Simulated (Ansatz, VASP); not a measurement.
# Cross-check of Nb (Nb(111)) between VASP and Ansatz, part 2 of 3

Aim: how closely do two programs agree when they are given the same cell, functional and k mesh?  Valence electrons are named where the data sets of a main pair hold unlike numbers.

VASP 6.6.1 and Ansatz 0.2.0.

So far: The structure; VASP: single point, PBE.

**3. Ansatz: single point, PBE**

Level of this step: Ansatz beside VASP: Kohn-Sham DFT, plane waves, PBE (Ansatz).

Ansatz runs on its default PAW (the set named soft_2) files.

The same cell, functional, mesh and smearing now go to Ansatz, which takes its cutoff from its data sets.

Contents of input.yaml:

```yaml
crystal:
  lattice:
    - [4.6669047558, 0.0, 0.0]
    - [2.3334523779, 4.0416580756, 0.0]
    - [0.0, 0.0, 27.5262794416]
  atoms:
    - { symbol: Nb, position: [0.6666666667, 0.6666666667, 0.3269602788] }
    - { symbol: Nb, position: [0.0, 0.0, 0.361568223] }
    - { symbol: Nb, position: [0.3333333333, 0.3333333333, 0.3961761673] }
    - { symbol: Nb, position: [0.6666666667, 0.6666666667, 0.4307841115] }
    - { symbol: Nb, position: [0.0, 0.0, 0.4653920558] }
    - { symbol: Nb, position: [0.3333333333, 0.3333333333, 0.5] }
    - { symbol: Nb, position: [0.6666666667, 0.6666666667, 0.5346079442] }
    - { symbol: Nb, position: [0.0, 0.0, 0.5692158885] }
    - { symbol: Nb, position: [0.3333333333, 0.3333333333, 0.6038238327] }
    - { symbol: Nb, position: [0.6666666667, 0.6666666667, 0.638431777] }
    - { symbol: Nb, position: [0.0, 0.0, 0.6730397212] }
hamiltonian:
  xc: pbe
  pseudopotentials: { kind: paw }
kpoints:
  mp_grid: { grid: [6, 6, 1] }
scf:
  occupations: { method: methfessel_paxton, width: 0.02 }
  n_extra_bands: 6
efield:
  axis: 3
  dipole_correction: true
  ramp_width: 0.04
output:
  forces: true
  eigenvalues: true
```

Run with:

```sh
$ ansatz run input.yaml --threads 4 --pin off --max-ram 9216MiB --backend cpu --events-out ev --progress --plain --runs-dir out
```

Numbers of over 12 decimals in the logs are rounded to 6 here.

The log of the run:

```text
scf.n_extra_bands = 6 over 72 filled bands (N_el = 143.0): the run solves 78 bands
Engine: ansatz 0.2.0, aarch64-unknown-linux-gnu
Pseudopotentials: kind: paw
Pseudopotential: Nb, paw, valence charge 13, recommended cutoff 420 eV (normal), Nb.paw.azcp
Functional definition: PBE
  parameter kappa = 0.804
  parameter beta = 0.066725
  exchange = pbe_x(kappa = kappa, mu = beta*pi^2/3)
  correlation = pbe_c(beta = beta)
Crystal: 11 atoms, lattice volume = 519.202 Å³
Basis set: ecut = 420 eV, 10177 PW (Γ), exchange–correlation on 64×64×384 points (8 copies of the dense FFT grid, shifted against one another)
Bands: 78, of which v1, the nominal top of the filled ones, is band 72 counted from 1 (71 counted from 0)
Symmetry: 6 space group operations
k-points: 7 of 36 (time reversal used)
Non-local potential: Nb, projectors of the file, l = 0: 3, l = 1: 2, l = 2: 2, l = 3: 1
PAW form: soft (Blöchl's): semilocal exchange-correlation on the pseudo side does not see the compensation charge
PAW one-centre angular grid: Nb, 590 points (default); XC on 64 Gauss nodes
Initial density: superposition of atomic densities (neutral atoms: chi_scale 0, normalization atom), corrected by the library's trained network
Initial wavefunctions: pseudopotential atomic-orbital guess
Functional: x = pbe(κ = 0.804, μ = 0.219515), c = pbe(β = 0.066725)
SCF iter   1: F=—  HF=-50069.005584 eV  |F-HF|=—  |Δ(HF+E_count)|=         —  Δρ=9.89e-3  dr2=8.55e0  ethr=1.77e-3  p=0.000 e·Å  D=1.43e-13 V/Å  ΔV_dip=-0.00 eV  dr2_dipole=4.96e-9  V_vac-E_F(+/−)=3.81/3.81 eV  ⟨swp⟩=10.1  Hψ=2677  notcnv=0
efield: sawtooth ramp at fractional position 0.9800 (placed from the atoms, in the widest stretch of the axis that holds none; the zero of the levels goes with the place), width 0.0400; the density the first Hamiltonian is built on has a dipole p = 0.000 e·Å; the dipole correction subtracts the counter field D = 1.43e-13 V/Å, which shifts the + side's vacuum level by -0.00 eV against the − side's; the planar-averaged density in the ramp window peaks in size at 1.2e-5 e/Å³
preconditioner: auto → LDOS  [insulator: Δε(μ)=0.016 eV  Ē_g=2.288 eV  σ=0.020 eV  W_gap=0.55  n_scr=96 (ndim 8)  ℏωp=12.1 eV  f_vac=0.536  D(μ)=20.35/eV (n_scr^D=136)  ε∞_Penn≈28.9  β→1.0]
SCF iter   2: F=—  HF=-50068.901615 eV  |F-HF|=—  |Δ(HF+E_count)|=   1.04e-1  S|Δr|=    0.00e0  Δρ=7.79e-3  dr2=3.06e0  ethr=1.77e-3  p=0.000 e·Å  D=1.54e-5 V/Å  ΔV_dip=-0.00 eV  dr2_dipole=6.06e-6  V_vac-E_F(+/−)=3.32/3.32 eV  ⟨swp⟩=2.3  Hψ=712  notcnv=0  defer=6
SCF iter   3: F=—  HF=-50068.829588 eV  |F-HF|=—  |Δ(HF+E_count)|=   7.20e-2  S|Δr|=    0.00e0  Δρ=2.44e-3  dr2=1.72e-1  ethr=1.77e-3  p=0.000 e·Å  D=1.59e-5 V/Å  ΔV_dip=-0.00 eV  dr2_dipole=2.16e-7  V_vac-E_F(+/−)=3.42/3.42 eV  ⟨swp⟩=1.3  Hψ=544  notcnv=0  defer=6
SCF iter   4: F=—  HF=-50068.834297 eV  |F-HF|=—  |Δ(HF+E_count)|=   4.71e-3  S|Δr|=    0.00e0  Δρ=1.11e-3  dr2=1.64e-2  ethr=1.20e-4  p=-0.000 e·Å  D=-9.58e-6 V/Å  ΔV_dip=0.00 eV  dr2_dipole=6.45e-6  V_vac-E_F(+/−)=3.36/3.36 eV  ⟨swp⟩=2.1  Hψ=748  notcnv=0  defer=8
SCF iter   5: F=—  HF=-50068.833086 eV  |F-HF|=—  |Δ(HF+E_count)|=   1.21e-3  S|Δr|=    0.00e0  Δρ=3.41e-4  dr2=3.58e-3  ethr=1.15e-5  p=0.000 e·Å  D=3.60e-5 V/Å  ΔV_dip=-0.00 eV  dr2_dipole=1.30e-5  V_vac-E_F(+/−)=3.38/3.38 eV  ⟨swp⟩=2.4  Hψ=765  notcnv=0  defer=8
SCF iter   6: F=—  HF=-50068.833152 eV  |F-HF|=—  |Δ(HF+E_count)|=   6.66e-5  S|Δr|=    0.00e0  Δρ=8.46e-5  dr2=1.20e-4  ethr=2.50e-6  p=-0.000 e·Å  D=-8.60e-5 V/Å  ΔV_dip=0.00 eV  dr2_dipole=4.73e-5  V_vac-E_F(+/−)=3.37/3.37 eV  ⟨swp⟩=2.0  Hψ=644  notcnv=0  defer=8
SCF iter   7: F=—  HF=-50068.833167 eV  |F-HF|=—  |Δ(HF+E_count)|=   1.47e-5  S|Δr|=    0.00e0  Δρ=4.20e-5  dr2=1.51e-4  ethr=8.42e-8  p=0.000 e·Å  D=1.22e-4 V/Å  ΔV_dip=-0.00 eV  dr2_dipole=9.12e-5  V_vac-E_F(+/−)=3.37/3.37 eV  ⟨swp⟩=2.3  Hψ=734  notcnv=0  defer=8
SCF iter   8: F=—  HF=-50068.833168 eV  |F-HF|=—  |Δ(HF+E_count)|=   1.35e-6  S|Δr|=    0.00e0  Δρ=1.70e-5  dr2=1.24e-5  ethr=8.42e-8  p=-0.000 e·Å  D=-3.59e-5 V/Å  ΔV_dip=0.00 eV  dr2_dipole=4.92e-6  V_vac-E_F(+/−)=3.37/3.37 eV  ⟨swp⟩=1.4  Hψ=553  notcnv=0  defer=8
SCF iter   9: F=—  HF=-50068.833904 eV  |F-HF|=—  |Δ(HF+E_count)|=   7.36e-4  S|Δr|=    0.00e0  Δρ=9.28e-6  dr2=1.98e-6  ethr=8.65e-9  p=-0.000 e·Å  D=-1.28e-5 V/Å  ΔV_dip=0.00 eV  dr2_dipole=2.80e-7  V_vac-E_F(+/−)=3.37/3.37 eV  ⟨swp⟩=2.0  Hψ=667  notcnv=0  defer=8
SCF iter  10: F=—  HF=-50068.833904 eV  |F-HF|=—  |Δ(HF+E_count)|=   2.49e-7  S|Δr|=    0.00e0  Δρ=4.31e-6  dr2=1.54e-7  ethr=1.39e-9  p=-0.000 e·Å  D=-6.04e-7 V/Å  ΔV_dip=0.00 eV  dr2_dipole=1.30e-10  V_vac-E_F(+/−)=3.37/3.37 eV  ⟨swp⟩=2.0  Hψ=649  notcnv=0  defer=8
SCF iter  11: F=-50068.833904 eV  HF=-50068.833904 eV  |F-HF|=3.86e-8  |Δ(HF+E_count)|=   1.86e-7  S|Δr|=    0.00e0  Δρ=2.04e-6  dr2=4.20e-8  ethr=6.99e-11  p=-0.000 e·Å  D=-7.99e-7 V/Å  ΔV_dip=0.00 eV  dr2_dipole=2.58e-12  V_vac-E_F(+/−)=3.37/3.37 eV  ⟨swp⟩=13.1  Hψ=2115  notcnv=0
SCF 1 converged in 11 iterations: F = -50068.833904 eV  dr2 = 4.20e-8
  greatest PAW one-centre occupation: 0.998 electrons in one spin orbital (limit 2), on the Nb atom at site 5 (counted from 0), in its partial waves of l = 0
SCF converged after 11 iterations
Stability not checked: this state was not tested for a lower state beside it, because cold or Methfessel-Paxton smearing, or corrected tetrahedra, fill the levels in a way that the test cannot read (fill_not_monotonic; see scf.lower_state_search)
Free energy (F): -50068.833904 eV
Harris-Foulkes:  -50068.833904 eV  (|F-HF|=3.86e-8)
Internal energy: -50068.833528 eV  (E = F + TS)
E sigma→0 (E₀):  -50068.833810 eV
Entropy (-TS):   -0.000376 eV (-0.034 meV/atom)
Fermi energy:    4.794403 eV
Dipole field:    D = 0.000001 V/Å  (p = 0.000002 e·Å, saw-weighted, corrected)
Work function:   Φ+ = 3.3691 eV   Φ− = 3.3691 eV
Levels:          The Fermi level and band energies are counted from a zero that moves with the ramp; work functions are not
--- Per-component energies (eV) ---
  E_band       = -2608.350798
  E_kinetic    = 4327.296899
  E_local      = -179827.096541  (includes V_loc(G=0)·N_el)
  E_nonlocal   = 1325.291704
  E_hartree    = 87540.558017
  E_xc         = -1921.423138
  E_vxc        = -2329.568686  (∫ρ·V_xc dr)
  E_paw        = -33808.542385  (= ΣΔE_a)
  E_vpaw       = -1185.419420  (= ΣTr[D̂ρ^β])
  E_aug_tail   = 0.000074  (compensation charges beyond the density's cutoff)
  E_efield     = 0.000000  (sawtooth field / dipole correction)
  E_vefield    = 0.000000  (∫n·V_field dr)
  E_ewald      = 72295.081842
  E_smearing   = -0.000376  (= −TS)
  E_closure    = -0.000000  (closes the sum)
  Σ components = -50068.833904   (vs F -50068.833904, Δ=0.00e0)
--- Forces (eV/Å), atoms counted from 1 ---
  atom   1  Nb     0.00000000    -0.00000000     1.62881673
  atom   2  Nb     0.00000000     0.00000000     0.17998855
  atom   3  Nb    -0.00000000     0.00000000    -1.01304561
  atom   4  Nb    -0.00000000    -0.00000000    -0.52903558
  atom   5  Nb    -0.00000000    -0.00000000    -0.38511418
  atom   6  Nb     0.00000000     0.00000000     0.00000108
  atom   7  Nb     0.00000000     0.00000000     0.38514504
  atom   8  Nb     0.00000000     0.00000000     0.52903645
  atom   9  Nb     0.00000000     0.00000000     1.01303328
  atom  10  Nb     0.00000000     0.00000000    -0.18000552
  atom  11  Nb    -0.00000000     0.00000000    -1.62883638
  max |Σ_I F_I| component: 1.61e-5 eV/Å
--- Band table (eV; the first three rows and the last of 7) ---
  k-point 0: bands = [... 68 lower, 4.2169, 4.3857, 4.3857, 4.5091, 4.5091, 4.9362, 4.9362, 4.9582, ... 2 higher]
  k-point 1: bands = [... 68 lower, 4.5380, 4.5666, 4.6032, 4.7524, 4.8690, 4.9354, 5.0184, 5.1390, ... 2 higher]
  k-point 2: bands = [... 68 lower, 4.4878, 4.5450, 4.7900, 5.0474, 5.0496, 5.3123, 5.3926, 5.4738, ... 2 higher]
  k-point 6: bands = [... 68 lower, 4.4972, 4.5321, 4.5321, 4.8562, 4.8589, 4.8589, 4.8639, 5.2953, ... 2 higher]
```

The job ended after 6.5 s (4 threads of Arm Neoverse V2, shared host; peak memory 1.1 GiB; 25 s of CPU time).

**4. Differences**

Known differences besides the potentials themselves: the data sets hold 143 valence electrons in Ansatz (on its default PAW (the set named soft_2) files) and 121 in VASP; the cutoff is 420 eV in Ansatz and 350 eV in VASP (PREC = Normal); VASP leaves aspherical gradient terms in its spheres out (LASPH is not set), Ansatz keeps them. Total energies have different zeros and are not compared.

Both answers:

| quantity | Ansatz | VASP | difference |
| --- | --- | --- | --- |
| work function, lower of the two faces (eV) | 3.37 | 3.37 | 0.00 |
| work function, higher of the two faces (eV) | 3.37 | 3.37 | 0.00 |

Forces on 8 of the 11 atoms, those with the largest forces and the largest differences (eV/Å; atoms numbered as in POSCAR):

| atom | Ansatz x, y, z | VASP x, y, z |
| --- | --- | --- |
| Nb1 | 0.000, 0.000, 1.629 | 0.000, 0.000, 1.527 |
| Nb3 | 0.000, 0.000, -1.013 | 0.000, 0.000, -1.057 |
| Nb4 | 0.000, 0.000, -0.529 | 0.000, 0.000, -0.540 |
| Nb7 | 0.000, 0.000, 0.385 | 0.000, 0.000, 0.388 |
| Nb8 | 0.000, 0.000, 0.529 | 0.000, 0.000, 0.540 |
| Nb9 | 0.000, 0.000, 1.013 | 0.000, 0.000, 1.057 |
| Nb10 | 0.000, 0.000, -0.180 | 0.000, 0.000, -0.097 |
| Nb11 | 0.000, 0.000, -1.629 | 0.000, 0.000, -1.527 |

The forces differ by 34 meV/Å r.m.s., which is 7.0 % of the r.m.s. force of 0.486 eV/Å (both taken over all components). VASP's log warns that it found no field-free region in the vacuum, so its work functions are uncertain. With vacuum in the cell, a pressure given here is an average over mostly empty space and none of the material.

**5. What the set-up changes**

Further runs change the set-up of one program: Ansatz's method, potentials or start, or VASP's data sets, cutoff or form of LDA. The table gives Ansatz less VASP for each quantity, since a change that brings one quantity closer may part another.

| run | r.m.s. force difference (meV/Å) | work function, lower of the two faces (eV) | work function, higher of the two faces (eV) |
| --- | --- | --- | --- |
| as above | 34 | 0.0011 | 0.0011 |
| Ansatz's larger PAW set (cutoff 770 eV) | 34 | 0.0012 | 0.0020 |
| norm-conserving potentials (cutoff 1116 eV) | 34 | 2.4e-4 | 0.0019 |

**6. VASP: single point, RPBE**

With cell and atoms fixed, the geometry can't cause a difference; cores, projectors, grids and the points listed under the comparison can.

Contents of INCAR:

```
SYSTEM = Nb
PREC = Normal
ENCUT = 350
EDIFF = 1E-06
NELM = 120
ISMEAR = 1
SIGMA = 0.1
LREAL = .FALSE.
ALGO = Normal
GGA = RP
NBANDS = 75
LORBIT = 11
LWAVE = .FALSE.
LCHARG = .FALSE.
KPAR = 4
IDIPOL = 3
LDIPOL = .TRUE.
DIPOL = 0.5 0.5 0.5
LVHAR = .TRUE.
LVACPOTAV = .TRUE.
```

Contents of POSCAR:

```
Nb
1.0
    4.6669047558      0.0000000000      0.0000000000
    2.3334523779      4.0416580756      0.0000000000
    0.0000000000      0.0000000000     27.5262794416
Nb
11
Direct
    0.6666666667      0.6666666667      0.3269602788
    0.0000000000      0.0000000000      0.3615682230
    0.3333333333      0.3333333333      0.3961761673
    0.6666666667      0.6666666667      0.4307841115
    0.0000000000      0.0000000000      0.4653920558
    0.3333333333      0.3333333333      0.5000000000
    0.6666666667      0.6666666667      0.5346079442
    0.0000000000      0.0000000000      0.5692158885
    0.3333333333      0.3333333333      0.6038238327
    0.6666666667      0.6666666667      0.6384317770
    0.0000000000      0.0000000000      0.6730397212
```

Contents of KPOINTS:

```
Automatic mesh
0
Gamma
6 6 1
0 0 0
```

The projector-augmented-wave data sets are Nb_pv (PBE family, release 64).

Run with:

```sh
$ mpirun -np 4 vasp_std
```

The log of the run:

```text
[banner, memory and clock lines left out]
running    4 mpi-ranks, on    1 nodes
[...]
|                                                                             |
|               ----> ADVICE to this user running VASP <----                  |
|                                                                             |
|     You enforced a specific xc type in the INCAR file but a different       |
|     [... a line on the potential file left out ...]
|     I HOPE YOU KNOW WHAT YOU ARE DOING!                                     |
|                                                                             |

 LDA part: xc-table for (Slater+PW92), standard interpolation
 POSCAR, INCAR and KPOINTS ok, starting setup
[...]
entering main loop
       N       E                     dE             d eps       ncg     rms          rms(c)
DAV:   1     0.119145989952E+04    0.11915E+04   -0.53402E+04  1378   0.111E+03
DAV:   2    -0.939632977556E+01   -0.12009E+04   -0.11591E+04  1129   0.616E+02
DAV:   3    -0.104610081241E+03   -0.95214E+02   -0.90101E+02  1652   0.139E+02
DAV:   4    -0.111962294110E+03   -0.73522E+01   -0.71085E+01  1556   0.407E+01
[...]
DAV:  36    -0.995516196880E+02    0.33365E-05   -0.60410E-07   804   0.532E-03    0.948E-01
DAV:  37    -0.995515974819E+02    0.22206E-04   -0.12867E-06   900   0.806E-03    0.934E-01
DAV:  38    -0.995515978059E+02   -0.32405E-06   -0.11176E-06   828   0.523E-03
 [... a notice as in an earlier step ...]

   1 F= -.99551598E+02 E0= -.99552697E+02  d E =0.329820E-02
```

OUTCAR, selected parts (step 6):

```text
  Total       -2.5859467     -2.5859467     -3.3257421      0.0000000     -0.0000000     -0.0000000
  in kB       -7.9798391     -7.9798391    -10.2627355      0.0000000     -0.0000000     -0.0000000
  external PRESSURE =      -8.7408046 kB  Pullay stress =       0.0000000 kB

 POSITION                                       TOTAL-FORCE (eV/Angst)
 -----------------------------------------------------------------------------------
      4.66690      2.69444      9.00000        -0.000000     -0.000000      1.325919
      0.00000      0.00000      9.95263         0.000000      0.000000      0.039879
      2.33345      1.34722     10.90526        -0.000000     -0.000000     -1.127176
      4.66690      2.69444     11.85788        -0.000000     -0.000000     -0.504804
      0.00000      0.00000     12.81051        -0.000000     -0.000000     -0.406492
      2.33345      1.34722     13.76314        -0.000000     -0.000000     -0.000000
      4.66690      2.69444     14.71577         0.000000     -0.000000      0.406492
      0.00000      0.00000     15.66840         0.000000     -0.000000      0.504804
      2.33345      1.34722     16.62102        -0.000000      0.000000      1.127176
      4.66690      2.69444     17.57365        -0.000000     -0.000000     -0.039879
      0.00000      0.00000     18.52628        -0.000000      0.000000     -1.325919
 -----------------------------------------------------------------------------------
    total drift:                               -0.000000     -0.000000     -0.000000

  FREE ENERGIE OF THE ION-ELECTRON SYSTEM (eV)
  ---------------------------------------------------
  free  energy   TOTEN  =       -99.5515978059 eV

  energy  without entropy=      -99.5548960047  energy(sigma->0) =      -99.55269721

[... 2 parts as in an earlier step ...]

[... 1 further part left out ...]
[key lines of the parts left out:]
E-fermi :   0.0282
```

The PAW data sets were made with PBE, which is usual practice but a small mismatch for other functionals.

**7. Ansatz: single point, RPBE**

The same cell, functional, mesh and smearing now go to Ansatz, which takes its cutoff from its data sets.

Edit input.yaml of step 3 so:

```diff
@@ -18,3 +18,3 @@
 hamiltonian:
-  xc: pbe
+  xc: rpbe
   pseudopotentials: { kind: paw }
@@ -23,3 +23,3 @@
 scf:
-  occupations: { method: methfessel_paxton, width: 0.02 }
+  occupations: { method: methfessel_paxton, width: 0.1 }
   n_extra_bands: 6
```

Run with:

```sh
$ ansatz run input.yaml --threads 4 --pin off --max-ram 9216MiB --backend cpu --events-out ev --progress --plain --runs-dir out
```

The log of the run:

```text
[...]
Crystal: 11 atoms, lattice volume = 519.202 Å³
Basis set: ecut = 420 eV, 10177 PW (Γ), exchange–correlation on 64×64×384 points (8 copies of the dense FFT grid, shifted against one another)
Bands: 78, of which v1, the nominal top of the filled ones, is band 72 counted from 1 (71 counted from 0)
Symmetry: 6 space group operations
[...]
k-point 0: bands = [... 68 lower, 4.3349, 4.5056, 4.5056, 4.6284, 4.6284, 5.0587, 5.0587, 5.0892, ... 2 higher]
  k-point 1: bands = [... 68 lower, 4.6585, 4.6871, 4.7211, 4.8706, 4.9867, 5.0571, 5.1433, 5.2622, ... 2 higher]
  k-point 2: bands = [... 68 lower, 4.6087, 4.6649, 4.9101, 5.1695, 5.1696, 5.4321, 5.5124, 5.5981, ... 2 higher]
  k-point 6: bands = [... 68 lower, 4.6180, 4.6525, 4.6525, 4.9720, 4.9783, 4.9783, 4.9817, 5.4197, ... 2 higher]
[key lines of the parts left out:]
SCF converged after 9 iterations
Free energy (F): -50145.126669 eV
Fermi energy:    4.912568 eV
Dipole field:    D = 0.000003 V/Å  (p = 0.000009 e·Å, saw-weighted, corrected)
Work function:   Φ+ = 3.2201 eV   Φ− = 3.2202 eV
```

Wall time 6.3 s (4 threads); peak memory 1.1 GiB.

**8. Differences**

What differs besides the data sets and the points named for the pairs above, as far as they apply: the data sets hold 143 valence electrons in Ansatz (on its default PAW (the set named soft_2) files) and 121 in VASP; Ansatz makes its cores anew for this functional, VASP keeps those of its PBE data sets. Total energies have different zeros and are not compared.

Both answers:

| quantity | Ansatz | VASP | difference |
| --- | --- | --- | --- |
| work function, lower of the two faces (eV) | 3.22 | 3.21 | +0.01 |
| work function, higher of the two faces (eV) | 3.22 | 3.21 | +0.01 |

Forces on 8 of the 11 atoms, those with the largest forces and the largest differences (eV/Å; atoms numbered as in POSCAR):

| atom | Ansatz x, y, z | VASP x, y, z |
| --- | --- | --- |
| Nb1 | 0.000, 0.000, 1.426 | 0.000, 0.000, 1.326 |
| Nb3 | 0.000, 0.000, -1.106 | 0.000, 0.000, -1.127 |
| Nb4 | 0.000, 0.000, -0.510 | 0.000, 0.000, -0.505 |
| Nb7 | 0.000, 0.000, 0.404 | 0.000, 0.000, 0.406 |
| Nb8 | 0.000, 0.000, 0.510 | 0.000, 0.000, 0.505 |
| Nb9 | 0.000, 0.000, 1.106 | 0.000, 0.000, 1.127 |
| Nb10 | 0.000, 0.000, -0.089 | 0.000, 0.000, -0.040 |
| Nb11 | 0.000, 0.000, -1.426 | 0.000, 0.000, -1.326 |

The forces differ by 28 meV/Å r.m.s., which is 6.1 % of the r.m.s. force of 0.457 eV/Å (both taken over all components). VASP's log warns that it found no field-free region in the vacuum, so its work functions are uncertain. VASP's last cycles still show a density residual of 9e-02, so its state may not be settled. With vacuum in the cell, a pressure given here is an average over mostly empty space and none of the material.

**9. What the set-up changes**

Further runs change the set-up of one program: Ansatz's method, potentials or start, or VASP's data sets, cutoff or form of LDA. The table gives Ansatz less VASP for each quantity, since a change that brings one quantity closer may part another.

| run | r.m.s. force difference (meV/Å) | work function, lower of the two faces (eV) | work function, higher of the two faces (eV) |
| --- | --- | --- | --- |
| as above | 28 | 0.0083 | 0.0084 |
| cores kept as stored | 28 | 0.0083 | 0.0084 |
| Ansatz's larger PAW set (cutoff 770 eV) | 28 | 0.0086 | 0.0095 |
| norm-conserving potentials (cutoff 1116 eV) | 29 | 0.0084 | 0.0084 |

[end of part 2 of 3]

[Lines on the potential files, build, host, timing and source positions are cut from VASP's logs without a mark.]

[Logs are printed without paths, hosts, clocks, repeated set-up lines and the standing remarks that a program may print on its own settings, such as how far it seeks lower states.]

[Hosts, paths, dates, database ids (printed as entryN), source tags and the programs' standing remarks are cut or masked in the printed files.]
